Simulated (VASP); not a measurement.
Input:

```xyz
1
Lattice="-1.3969 1.3969 1.3969 1.3969 -1.3969 1.3969 1.3969 1.3969 -1.3969" Properties=species:S:1:pos:R:3 pbc="T T T"
Ni     0.0000     0.0000     0.0000
```
Starting moments (μB, in the order of the record's atoms Ni): 2.0.

All values below come from PBEsol GGA, VASP's PBE PAW potentials (set 64) (plane waves; VASP). Run with 300 eV cut-off, 11×11×11 Γ-centred mesh, Fermi-Dirac smearing of 0.10 eV, potentials Ni.

At this cut-off the stress carries a Pulay error, which pulls relaxed volumes low.

Give the stress tensor in GPa (positive for a compressed cell).

```
-8.12   0.00   0.00
 0.00  -8.12   0.00
 0.00   0.00  -8.12
```
The pressure is its mean diagonal, -8.12 GPa.

The structure was generated: Ni was put into an ordered model structure, which need not be its known phase. The cell was not relaxed at this level.
